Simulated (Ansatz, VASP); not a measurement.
## Two plane-wave programs on Al2C3

```
CELL_PARAMETERS angstrom
2.56071 0.00000 0.00000
-1.28035 2.21764 0.00000
0.00000 0.00000 11.29593
ATOMIC_POSITIONS crystal
Al 0.66667 0.33333 0.32525
Al 0.66667 0.33333 0.67475
C 0.33333 0.66667 0.00000
C 0.66667 0.33333 0.00000
C 0.66667 0.33333 0.50000
```

Alike in both runs: functional PBE; k mesh 18 × 18 × 4; occupations gaussian, width 0.1 eV; no spin polarisation.

Ansatz relaxed the structure, and its values are those at the end. VASP's run is a single point on that final structure, the one shown.

```csv
,VASP,Ansatz
version,VASP 6.6.1,Ansatz 0.2.0
potentials or method,"VASP PAW PBE potentials, release 64 (Al, C)","scalar-relativistic, plane waves, PAW"
plane-wave cutoff (eV),520,420
valence electrons in the cell,18,18
```

```tsv
	VASP	Ansatz	Ansatz less VASP
gap on the k mesh at the Fermi level (eV)	none	none	-
pressure (GPa)	0.1	0.0	-0.09
```

A gap of «none» marks a metal or a gap that the smearing closes.

Caveats: this functional lacks dispersion, which binds the layers, so the pressure and a relaxed spacing across them are unreliable.
